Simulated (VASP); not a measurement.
Input:

```yaml
crystal:
  lattice:
    - [0.00000, 1.80750, 1.80750]
    - [1.80750, 0.00000, 1.80750]
    - [1.80750, 1.80750, 0.00000]
  atoms:
    - { symbol: B, position: [0.00000, 0.00000, 0.00000] }
    - { symbol: N, position: [0.25000, 0.25000, 0.25000] }
```

All values below come from PBE GGA, VASP's PBE PAW potentials (set 64) (plane waves; VASP 6.6.1). Run with EDIFF = 1E-3, 520 eV cut-off, 11×11×11 Γ-centred mesh, Gaussian smearing of 0.050 eV, potentials B N.

Question: Give the stress tensor in GPa (positive for a compressed cell).

Answer: 
```
2.95  0.00  0.00
0.00  2.95  0.00
0.00  0.00  2.95
```
The pressure is its mean diagonal, 2.95 GPa.

The compound is BN in the zinc blende structure. The cell was not relaxed at this level. The run is one of a series of settings (EDIFF = 1E-3 against the base run), some of them coarse on purpose.
